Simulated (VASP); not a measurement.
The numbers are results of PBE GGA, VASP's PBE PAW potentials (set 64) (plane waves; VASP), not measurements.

VASP ran on this input.

### INCAR
```
ALGO = Normal
EDIFF = 1E-6
ENCUT = 520
GGA = PE
ISIF = 2
ISMEAR = 1
LASPH = .TRUE.
LCHARG = .FALSE.
LMAXMIX = 6
LREAL = .FALSE.
LWAVE = .FALSE.
NELM = 100
PREC = Accurate
SIGMA = 0.1
SYSTEM = WC
```

**KPOINTS**
```
Automatic mesh
0
Gamma
13 13 12
0 0 0
```

File POSCAR:
```
WC
2.9231270
  0.5040041025  -0.8637014403   0.0000000000
  0.5040041025   0.8637014403   0.0000000000
  0.0000000000   0.0000000000   0.9576559623
W C
1 1
Cart
  0.0000000000   0.0000000000   0.0000000000
  0.5209910567   0.2879010559   0.4788279811
```

POTCAR, in this order: W_sv C_s (PBE.64 set). Program: vasp_std.

Output of the run:

### OUTCAR
```
 ion  position               nearest neighbor table
   1  0.000  0.000  0.000-   2 2.17   2 2.17   2 2.19   2 2.19   2 2.23   2 2.23
   2  0.350  0.684  0.500-   1 2.17   1 2.17   1 2.19   1 2.19   1 2.23   1 2.23
  LATTYP: Found a base centered orthorhombic cell.
 ALAT       =     2.9465360000
 B/A-ratio  =     1.7136793849
 C/A-ratio  =     0.9500477849
 Subroutine PRICEL returns:
 Original cell was already a primitive cell.
 Subroutine GETGRP returns: Found  2 space group operations
The static configuration has the point symmetry C_1h.
The dynamic configuration has the point symmetry C_1h.
 Subroutine INISYM returns: Found  2 space group operations
 Subroutine IBZKPT returns following result:
 Found    595 irreducible k-points:

 Following reciprocal coordinates:
            Coordinates               Weight
  0.000000  0.000000  0.000000      1.000000
  0.076923  0.000000  0.000000      2.000000
  0.000000  0.076923  0.000000      2.000000
  0.153846 -0.000000  0.000000      2.000000
 -0.000000  0.153846  0.000000      2.000000
  0.230769 -0.000000  0.000000      2.000000
 -0.000000  0.230769  0.000000      2.000000
  0.307692 -0.000000  0.000000      2.000000
 -0.000000  0.307692  0.000000      2.000000
  0.384615  0.000000  0.000000      2.000000
  0.000000  0.384615  0.000000      2.000000
  0.461538 -0.000000  0.000000      2.000000
 -0.000000  0.461538  0.000000      2.000000
  0.076923  0.076923  0.000000      2.000000
  0.153846  0.076923  0.000000      2.000000
  0.076923  0.153846  0.000000      2.000000
  0.230769  0.076923  0.000000      2.000000
  0.076923  0.230769  0.000000      2.000000
  0.307692  0.076923  0.000000      2.000000
  0.076923  0.307692  0.000000      2.000000
  0.384615  0.076923  0.000000      2.000000
  0.076923  0.384615  0.000000      2.000000
...
```

### OSZICAR
```
       N       E                     dE             d eps       ncg     rms          rms(c)
DAV:   1     0.130753682037E+03    0.13075E+03   -0.96282E+03 15502   0.156E+03
DAV:   2    -0.197688445398E+02   -0.15052E+03   -0.14498E+03 17075   0.470E+02
DAV:   3    -0.254108513591E+02   -0.56420E+01   -0.55219E+01 20057   0.767E+01
DAV:   4    -0.255089272459E+02   -0.98076E-01   -0.97949E-01 16505   0.109E+01
DAV:   5    -0.255108156698E+02   -0.18884E-02   -0.18880E-02 20179   0.159E+00    0.329E+01
DAV:   6    -0.225061319830E+02    0.30047E+01   -0.96689E+00 22917   0.437E+01    0.113E+01
DAV:   7    -0.224398443625E+02    0.66288E-01   -0.36830E-01 20034   0.709E+00    0.729E+00
DAV:   8    -0.224134947196E+02    0.26350E-01   -0.56106E-02 23348   0.299E+00    0.958E-01
DAV:   9    -0.224126079398E+02    0.88678E-03   -0.29509E-03 22302   0.690E-01    0.132E-01
DAV:  10    -0.224125654394E+02    0.42500E-04   -0.23457E-04 16145   0.213E-01    0.670E-02
DAV:  11    -0.224125658356E+02   -0.39617E-06   -0.21587E-05 21860   0.743E-02    0.853E-03
DAV:  12    -0.224125649302E+02    0.90536E-06   -0.41642E-06 17850   0.281E-02
   1 F= -.22412565E+02 E0= -.22412619E+02  d E =0.161070E-03
```

OUTCAR:
```
------------------------ aborting loop because EDIFF is reached ----------------------------------------
  FORCE on cell =-STRESS in cart. coord.  units (eV):
  Direction    XX          YY          ZZ          XY          YZ          ZX
  --------------------------------------------------------------------------------------
  Total       -0.1349969      0.4861815      2.2399473     -0.2889515      0.0000000      0.0000000
  in kB      -10.3861375     37.4049212    172.3328612    -22.2308067      0.0000000      0.0000000
  external PRESSURE =      66.4505483 kB  Pullay stress =       0.0000000 kB
  volume of cell :       20.82
      direct lattice vectors                 reciprocal lattice vectors
     1.473268000 -2.524709000  0.000000000     0.339381565 -0.198042626  0.000000000
     1.473268000  2.524709000  0.000000000     0.339381565  0.198042626  0.000000000
     0.000000000  0.000000000  2.799350000     0.000000000  0.000000000  0.357225785
 POSITION                                       TOTAL-FORCE (eV/Angst)
 -----------------------------------------------------------------------------------
      0.00000      0.00000      0.00000         0.775593      0.041843      0.000000
      1.52292      0.84157      1.39968        -0.775593     -0.041843      0.000000
 -----------------------------------------------------------------------------------
    total drift:                               -0.000146      0.000023     -0.000000
  FREE ENERGIE OF THE ION-ELECTRON SYSTEM (eV)
  ---------------------------------------------------
  free  energy   TOTEN  =       -22.4125649302 eV

  energy  without entropy=      -22.4127260003  energy(sigma->0) =      -22.41261862
```
(Selected blocks of OUTCAR.)

**OUTCAR**
```
 val. band max:       11.4436175728   @ k =   0.0769  -0.1538   0.5000

 cond. band min:      11.4583896359   @ k =   0.0769   0.0000   0.3333


 Fermi energy:        11.4502041764

 k-point     1 :       0.0000    0.0000    0.0000
  band No.  band energies     occupation
      1     -62.5701      2.00000
      2     -26.5009      2.00000
      3     -26.4924      2.00000
      4     -26.4717      2.00000
      5      -2.9991      2.00000
      6       7.1441      2.00000
      7       7.8824      2.00000
      8       8.0736      2.00000
      9      11.7166     -0.00108
     10      14.6523      0.00000
     11      14.7755      0.00000
     12      16.7274      0.00000
     13      17.3148      0.00000

 k-point     2 :       0.0769    0.0000    0.0000
  band No.  band energies     occupation
      1     -62.5671      2.00000
      2     -26.5325      2.00000
      3     -26.4952      2.00000
      4     -26.4873      2.00000
      5      -2.8449      2.00000
      6       7.1374      2.00000
      7       7.8070      2.00000
      8       8.1311      2.00000
      9      11.2292      2.00764
     10      14.7047      0.00000
     11      15.2241      0.00000
     12      16.4874      0.00000
     13      17.2358      0.00000

 k-point     3 :       0.0000    0.0769    0.0000
  band No.  band energies     occupation
      1     -62.5671      2.00000
      2     -26.5348      2.00000
      3     -26.4953      2.00000
      4     -26.4843      2.00000
      5      -2.8502      2.00000
      6       7.1581      2.00000
      7       7.7130      2.00000
      8       8.2066      2.00000
      9      11.2935      2.04915
     10      14.6149      0.00000
     11      15.2234      0.00000
     12      16.6317      0.00000
     13      17.0942      0.00000

 k-point     4 :       0.1538   -0.0000    0.0000
  band No.  band energies     occupation
      1     -62.5589      2.00000
      2     -26.6555      2.00000
      3     -26.5168      2.00000
...
```

Unless said otherwise, spin-orbit coupling is left out, though it shifts the bands of the heavy elements here.

The compound is WC in the wc structure. The cell was not relaxed at this level, atoms are displaced from their ideal sites. The run is one of a series of settings (POTCAR W_sv C_s (PBE.64 set) against the base run), some of them coarse on purpose.
